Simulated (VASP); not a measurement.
Given:

```yaml
crystal:
  lattice:
    - [3.30762, 0.00000, 0.00000]
    - [0.00000, 3.30762, 0.00000]
    - [0.00000, 0.00000, 3.30762]
  atoms:
    - { symbol: In, position: [0.50000, 0.50000, 0.50000] }
    - { symbol: Pd, position: [0.00000, 0.00000, 0.00000] }
```

These are optB88-vdW, VASP's PBE PAW potentials (set 64) (plane waves; VASP) values and carry that method's errors. Settings: 520 eV cut-off, 12×12×12 Γ-centred mesh, tetrahedra with Blöchl corrections, potentials In_d Pd.

Unless said otherwise, spin-orbit coupling is left out, though it shifts the bands of the heavy elements here.

Tabulate the total density of states (states/eV per cell) against energy (eV; zero at the valence-band maximum or, without a gap, the Fermi level).

```
E (eV) | DOS (states/eV)
    -9.98 |  0.00
    -9.62 |  0.07
    -9.26 | # 0.15
    -8.90 | # 0.20
    -8.66 | # 0.23
    -8.30 | # 0.27
    -7.94 | # 0.32
    -7.58 | ## 0.38
    -7.22 | ## 0.46
    -6.86 | ### 0.61
    -6.50 | #### 0.93
    -6.14 | ##### 1.08
    -5.90 | ### 0.72
    -5.54 | ## 0.37
    -5.18 | # 0.32
    -4.82 | ## 0.37
    -4.46 | #### 0.98
    -4.10 | ########### 2.55
    -3.74 | ########## 2.38
    -3.38 | ############# 2.97
    -3.14 | ############ 2.95
    -2.78 | ####################### 5.37
    -2.42 | ############################## 7.12
    -2.06 | ###### 1.49
    -1.70 | ### 0.75
    -1.34 | ## 0.37
    -0.98 | ###### 1.50
    -0.62 | #### 1.00
    -0.38 | #### 0.89
    -0.02 | #### 0.87
     0.34 | ## 0.56
     0.70 | ## 0.51
     1.06 | ## 0.53
     1.42 | ### 0.67
     1.78 | ### 0.70
     2.14 | #### 0.96
     2.38 | ### 0.80
     2.74 | ### 0.76
     3.10 | ### 0.73
     3.46 | ### 0.78
```
Within 2 eV below the Fermi level the largest weight inside VASP's projection spheres is Pd d.

The compound is PdIn in the CsCl type structure. It was relaxed first, which changed the volume by +5 %. The electron count is odd and the run is not spin-polarised, which forces a metal.
